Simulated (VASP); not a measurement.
Input:

```yaml
crystal:
  lattice:
    - [4.51250, 0.00000, 0.00000]
    - [0.00000, 4.51250, 0.00000]
    - [0.00000, 0.00000, 3.18855]
  atoms:
    - { symbol: Ir, position: [0.00000, 0.00000, 0.00000] }
    - { symbol: Ir, position: [0.50000, 0.50000, 0.50000] }
    - { symbol: O, position: [0.30871, 0.30871, 0.00000] }
    - { symbol: O, position: [0.80871, 0.19129, 0.50000] }
    - { symbol: O, position: [0.19129, 0.80871, 0.50000] }
    - { symbol: O, position: [0.69129, 0.69129, 0.00000] }
```

Calculation: rev-vdW-DF2, VASP's PBE PAW potentials (set 64) (plane waves; VASP). Run with 520 eV cut-off, Gaussian smearing of 0.050 eV, potentials Ir O.

Q: Give the energies of bands 11 to 24 at the high-symmetry points, in eV from the Fermi level.

A: 
```csv
band,Γ,X,M,Z,R,A
11,-4.77,-6.04,-5.11,-5.57,-5.33,-5.53
12,-4.77,-6.04,-5.11,-5.57,-5.33,-5.53
13,-3.49,-5.12,-4.25,-5.41,-5.00,-4.22
14,-2.81,-5.12,-4.25,-5.41,-5.00,-4.22
15,-2.81,-3.04,-3.47,-3.89,-3.25,-3.14
16,-2.53,-3.04,-3.47,-3.89,-3.25,-3.14
17,-2.39,-1.60,-2.43,-1.90,-2.70,-1.81
18,-2.39,-1.60,-2.43,-1.90,-2.70,-1.81
19,-2.30,-1.27,-2.35,-0.65,-1.78,-1.17
20,-2.23,-1.27,-2.35,-0.65,-1.78,-1.17
21,-2.14,-0.29,0.20,0.26,0.53,-0.47
22,0.72,-0.29,0.20,0.26,0.53,-0.47
23,1.21,3.50,2.44,2.17,1.06,2.12
24,4.07,3.50,2.44,2.17,1.06,2.12
```

It has no gap at this level: it comes out as a metal or semimetal.

The compound is IrO2 in the rutile structure. It was relaxed first.
